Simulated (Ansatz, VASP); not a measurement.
# ZrSeS: VASP beside Ansatz, part 2 of 2

Wanted: the spread between two codes on one cell, functional and k mesh. Of the first pair: The structure shown is the start of the Ansatz relaxation below; VASP solves that cell, so the two are compared at the walk's first step.

VASP 6.6.1 and Ansatz 0.2.0.

So far. Step 3 (VASP: single point, PBEsol, start cell, pair 1): The run ends at a pressure of -0.26 GPa, with forces up to 0.082 eV/Å.

## (6) VASP: single point, PBEsol, relaxed atoms in a fixed cell, pair 2

Level of this step: PBEsol; plane waves and PAW (Zr_sv, S, Se) (VASP).

The same cell, functional, mesh and smearing now go to VASP, with its own data sets.

File INCAR:

```
SYSTEM = ZrSeS
PREC = Accurate
ENCUT = 400
EDIFF = 1E-06
NELM = 120
ISMEAR = 0
SIGMA = 0.02
LREAL = .FALSE.
ALGO = Normal
GGA = PS
NBANDS = 18
LASPH = .TRUE.
LORBIT = 11
LWAVE = .FALSE.
LCHARG = .FALSE.
ISIF = 2
LDIPOL = .TRUE.
IDIPOL = 3
DIPOL = 0.5 0.5 0.332
LVHAR = .TRUE.
GGA_COMPAT = .FALSE.
EFERMI = MIDGAP
NELMDL = -8
KPAR = 2
```

File POSCAR:

```
ZrSeS
1.0
    3.6853341510      0.0000000000      0.0000000000
   -1.8426670755      3.2554248562      0.0000000000
    0.0000000000      0.0000000000     30.0000000000
Zr S Se
1 1 1
Direct
    0.0003923318      0.0007846636      0.3349670443
    0.3316685248      0.6633370496      0.3806584965
    0.6679391434      0.3358782867      0.2810411260
```

File KPOINTS:

```
Automatic mesh
0
Gamma
12 12 1
0 0 0
```

Potentials, in the order of the species: Zr_sv, S and Se (PBE family, release 64).

Command:

```bash
mpirun -np 2 vasp_std
```

Numbers of over 12 decimals in the logs are rounded to 6 here.

The log of the run:

```text
[banner, memory and clock lines left out]
running    2 mpi-ranks, on    1 nodes
[...]
[... a notice as in an earlier step ...]

 LDA part: xc-table for (Slater+PW92), standard interpolation
 POSCAR, INCAR and KPOINTS ok, starting setup
[...]
entering main loop
       N       E                     dE             d eps       ncg     rms          rms(c)
DAV:   1     0.144595899668E+03    0.14460E+03   -0.90286E+03  2068   0.785E+02
DAV:   2    -0.456682457229E+01   -0.14916E+03   -0.14542E+03  2106   0.195E+02
DAV:   3    -0.230101735127E+02   -0.18443E+02   -0.18371E+02  2930   0.622E+01
DAV:   4    -0.234551208496E+02   -0.44495E+00   -0.44415E+00  2176   0.936E+00
[...]
DAV:  25    -0.216301641743E+02   -0.20505E-05   -0.36128E-08  1500   0.516E-04    0.144E-04
DAV:  26    -0.216301657695E+02   -0.15952E-05   -0.31519E-08  1412   0.461E-04    0.251E-04
DAV:  27    -0.216301662574E+02   -0.48789E-06   -0.40200E-09  1352   0.236E-04
   1 F= -.21630166E+02 E0= -.21630166E+02  d E =-.152530-107
```

From OUTCAR (step 6):

```text
  Total       -0.1841378     -1.0237874      0.0255618      0.0000000     -0.0018317      0.0000000
  in kB       -0.8196863     -4.5573729      0.1137879      0.0000000     -0.0081539      0.0000000
  external PRESSURE =      -1.7544238 kB  Pullay stress =       0.0000000 kB

 POSITION                                       TOTAL-FORCE (eV/Angst)
 -----------------------------------------------------------------------------------
      0.00000      0.00255     10.04901         0.000000     -0.000309      0.005245
      0.00000      2.15944     11.41975        -0.000000     -0.000626      0.020463
      1.84267      1.09343      8.43123         0.000000      0.000935     -0.025707
 -----------------------------------------------------------------------------------
    total drift:                               -0.000000     -0.000115      0.000085

  FREE ENERGIE OF THE ION-ELECTRON SYSTEM (eV)
  ---------------------------------------------------
  free  energy   TOTEN  =       -21.6301662574 eV

  energy  without entropy=      -21.6301662574  energy(sigma->0) =      -21.63016626

[... 2 parts as in an earlier step ...]

[... 1 further part left out ...]
[key lines of the parts left out:]
E-fermi :  -3.4256
```

The run ends at a pressure of -0.18 GPa, with forces up to 0.026 eV/Å.

## (7) Differences

What differs besides the data sets and the points named for the pairs above, as far as they apply: the data sets hold 34 valence electrons in Ansatz (on its PAW soft_1 files) and 24 in VASP. Total energies have different zeros and are not compared.

The two programs side by side:

| quantity | Ansatz | VASP | difference |
| --- | --- | --- | --- |
| gap on the k mesh (eV) | 0.621 | 0.619 | +0.002 |

The largest component of a force difference here is 26 meV/Å. A gap on the mesh is an upper bound, since the band edges may lie between its points. Where the cell holds vacuum, a pressure given here is an average over it and none of the material.

## (8) Ansatz: relaxation, PBEsol

This run makes the geometry at which the two programs are then compared.

The structure compared here is the end of the Ansatz relaxation.

File input.yaml:

```yaml
crystal:
  lattice:
    - [3.685334151, 0.0, 0.0]
    - [-1.8426670755, 3.2873407862, 0.0]
    - [0.0, 0.0, 30.0]
  atoms:
    - { symbol: Zr, position: [0.0003923318, 0.0007846636, 0.3349670443] }
    - { symbol: S, position: [0.3316685248, 0.6633370496, 0.3806584965] }
    - { symbol: Se, position: [0.6679391434, 0.3358782867, 0.281041126] }
  periodic: [true, true, false]
kpoints:
  mp_grid: { grid: [12, 12, 1] }
hamiltonian:
  xc: pbesol
  pseudopotentials: { kind: paw, azcp: { folder: soft_1 }, xc_functional: pbe }
scf:
  occupations: { method: gaussian, width: 0.02 }
output:
  forces: true
  stress: true
  eigenvalues: true
relax:
  adjacent_minimum: "off"
  f_tol: 0.001
  max_steps: 60
```

Command:

```bash
ansatz run input.yaml --threads 4 --pin off --max-ram 16384MiB --backend cpu --events-out ev --progress --plain --runs-dir out
```

The log of the run:

```text
[...]
Crystal: 3 atoms, lattice volume = 363.448 Å³
Basis set: ecut = 420 eV, 7113 PW (Γ), exchange–correlation on 50×54×432 points (8 copies of the dense FFT grid, shifted against one another)
Bands: 21, of which v1, the nominal top of the filled ones, is band 17 counted from 1 (16 counted from 0)
Symmetry: 2 space group operations
[...]
--- Relaxed structure (7 steps of the walk, 5 accepted, 0 SCFs on fresh bases) ---
  F+E_penalty+E_count = -10442.07941657 eV   max|allowed force component| = 6.120e-5 eV/Å
  cell:  # Å, volume = 363.4485 Å³
    - [3.685334151, 0.0, 0.0]
    - [-1.8426670755, 3.2873407862, 0.0]
    - [0.0, 0.0, 30.0]
  atoms:
    - { symbol: Zr, position: [0.000577301, 0.0011546, 0.334990] }
    - { symbol: S, position: [0.330943, 0.661885, 0.380355] }
    - { symbol: Se, position: [0.668480, 0.336960, 0.281322] }
[key lines of the parts left out:]
SCF converged after 8 iterations
Free energy (F): -10442.079417 eV
Fermi energy:    -5.499369 eV
P = ½ c Tr σ = -1.2110 N/m
```

## (9) VASP: single point, PBEsol, relaxed atoms in a fixed cell, pair 3

The same cell, functional, mesh and smearing now go to VASP, with its own data sets.

INCAR is that of step 6.

File POSCAR:

```
ZrSeS
1.0
    3.6853341510      0.0000000000      0.0000000000
   -1.8426670755      3.2873407862      0.0000000000
    0.0000000000      0.0000000000     30.0000000000
Zr S Se
1 1 1
Direct
    0.0005773013      0.0011546026      0.3349898571
    0.3309426652      0.6618853305      0.3803550855
    0.6684800334      0.3369600668      0.2813217241
```

KPOINTS is that of step 6.

Command:

```bash
mpirun -np 2 vasp_std
```

The log of the run:

```text
[... set-up lines as in an earlier step ...]
 entering main loop
       N       E                     dE             d eps       ncg     rms          rms(c)
DAV:   1     0.146931024112E+03    0.14693E+03   -0.90310E+03  2060   0.783E+02
DAV:   2    -0.393422055557E+01   -0.15087E+03   -0.14735E+03  2112   0.195E+02
DAV:   3    -0.228510381564E+02   -0.18917E+02   -0.18874E+02  2800   0.636E+01
DAV:   4    -0.234767725229E+02   -0.62573E+00   -0.62479E+00  2268   0.968E+00
[...]
DAV:  25    -0.216177865132E+02   -0.15162E-05   -0.20052E-08  1472   0.416E-04    0.135E-04
DAV:  26    -0.216177880486E+02   -0.15354E-05   -0.31072E-08  1408   0.435E-04    0.225E-04
DAV:  27    -0.216177884778E+02   -0.42917E-06   -0.32182E-09  1320   0.220E-04
   1 F= -.21617788E+02 E0= -.21617788E+02  d E =-.170107-115
```

From OUTCAR (step 9):

```text
  Total       -0.2727945     -1.5251208      0.0242850      0.0000000     -0.0029699      0.0000000
  in kB       -1.2025508     -6.7231372      0.1070545      0.0000000     -0.0130922      0.0000000
  external PRESSURE =      -2.6062111 kB  Pullay stress =       0.0000000 kB

 POSITION                                       TOTAL-FORCE (eV/Angst)
 -----------------------------------------------------------------------------------
     -0.00000      0.00380     10.04970        -0.000000     -0.000540      0.004935
     -0.00000      2.17584     11.41065        -0.000000     -0.000874      0.020277
      1.84267      1.10770      8.43965         0.000000      0.001414     -0.025212
 -----------------------------------------------------------------------------------
    total drift:                               -0.000001     -0.000010      0.000003

  FREE ENERGIE OF THE ION-ELECTRON SYSTEM (eV)
  ---------------------------------------------------
  free  energy   TOTEN  =       -21.6177884778 eV

  energy  without entropy=      -21.6177884778  energy(sigma->0) =      -21.61778848

[... 1 part as in an earlier step ...]

[... 2 further parts left out ...]
[key lines of the parts left out:]
E-fermi :  -3.4409
```

The run ends at a pressure of -0.26 GPa, with forces up to 0.025 eV/Å.

## (10) Comparison

What differs besides the data sets and the points named for the pairs above, as far as they apply: the data sets hold 34 valence electrons in Ansatz (on its PAW soft_1 files) and 24 in VASP. Total energies have different zeros and are not compared.

The two programs side by side:

| quantity | Ansatz | VASP | difference |
| --- | --- | --- | --- |
| gap on the k mesh (eV) | 0.644 | 0.642 | +0.002 |

The largest component of a force difference here is 25 meV/Å. A gap on the mesh is an upper bound, since the band edges may lie between its points. Where the cell holds vacuum, a pressure given here is an average over it and none of the material.

## (11) What came out

```
r.m.s. force difference (single point, PBEsol, start cell, pair 1)                            : 11 meV/Å
difference in gap on the k mesh (single point, PBEsol, relaxed atoms in a fixed cell, pair 2) : 0.0022 eV
r.m.s. force difference (single point, PBEsol, relaxed atoms in a fixed cell, pair 2)         : 11 meV/Å
difference in gap on the k mesh (single point, PBEsol, relaxed atoms in a fixed cell, pair 3) : 0.0021 eV
r.m.s. force difference (single point, PBEsol, relaxed atoms in a fixed cell, pair 3)         : 11 meV/Å
```

The r.m.s. force difference is 11 meV/Å (single point, PBEsol, relaxed atoms in a fixed cell, pair 2), within the 12 meV/Å picked in this series as the mark of a large difference. The data sets hold unlike numbers of valence electrons (34 in Ansatz and 24 in VASP), so part of the differences may come from the potentials. 1 further pair of this series is not shown here. Such differences can come from data sets, numerical settings and the points named under the comparisons, not from the functional's error against experiment.

[Lines on the potential files, build, host, timing and source positions are cut from VASP's logs without a mark.]

[Logs are printed without paths, hosts, clocks, repeated set-up lines and the standing remarks that a program may print on its own settings, such as how far it seeks lower states.]

[Hosts, paths, dates, database ids (printed as entryN), source tags and the programs' standing remarks are cut or masked in the printed files.]
